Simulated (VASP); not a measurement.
Given:

```xyz
2
Lattice="0.0000 2.0689 2.0689 2.0689 0.0000 2.0689 2.0689 2.0689 0.0000" Properties=species:S:1:pos:R:3 pbc="T T T"
Li     0.0000     0.0000     0.0000
F      2.0689     2.0689     2.0689
```

Method: RPBE GGA, VASP's PBE PAW potentials (set 64) (plane waves; VASP 6.6.1). Run with 520 eV cut-off, 12×12×12 Γ-centred mesh, tetrahedra with Blöchl corrections, potentials Li_sv F.

Problem. Estimate the energy per atom (σ→0), band gap (on the k-mesh) with the smallest direct gap where there is one.

Solution. 
The band gap (on the k-mesh) is 8.67 eV. The smallest direct gap (on the k-mesh) is 8.67 eV and the energy per atom (σ→0) comes out as -4616 meV/atom.

The absolute energy has meaning only against runs of the same code, potentials and settings.

The compound is LiF in the rock salt structure. It was relaxed first, which changed the volume by +8 %.
